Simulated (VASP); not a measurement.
Here is the system:

```
Al2Au
1.0
    0.00000     3.09122     3.09122
    3.09122     0.00000     3.09122
    3.09122     3.09122     0.00000
Al Au
2 1
Cartesian
  1.54561   1.54561   1.54561
  4.63683   4.63683   4.63683
  0.00000   0.00000   0.00000
```

Computed with PW91 GGA, VASP's PBE PAW potentials (set 64) (plane waves; VASP). Numerical set-up: 520 eV cut-off, 9×9×9 Γ-centred mesh, first-order Methfessel-Paxton smearing of 0.10 eV, potentials Al Au.

Unless said otherwise, spin-orbit coupling is left out, though it shifts the bands of the heavy elements here.

Estimate the energy per atom (σ→0), pressure, band gap (on the k-mesh) with the smallest direct gap where there is one.

The band gap (on the k-mesh) is none (metal, semimetal or under 0.01 eV). The energy per atom (σ→0) comes out as -3.983 eV/atom and the pressure is -5.33 GPa.

The absolute energy has meaning only against runs of the same code, potentials and settings.

The compound is AuAl2 in the fluorite structure. This cell is one point of a volume scan, at 1.06 of the reference volume. The electron count is odd and the run is not spin-polarised, which forces a metal.
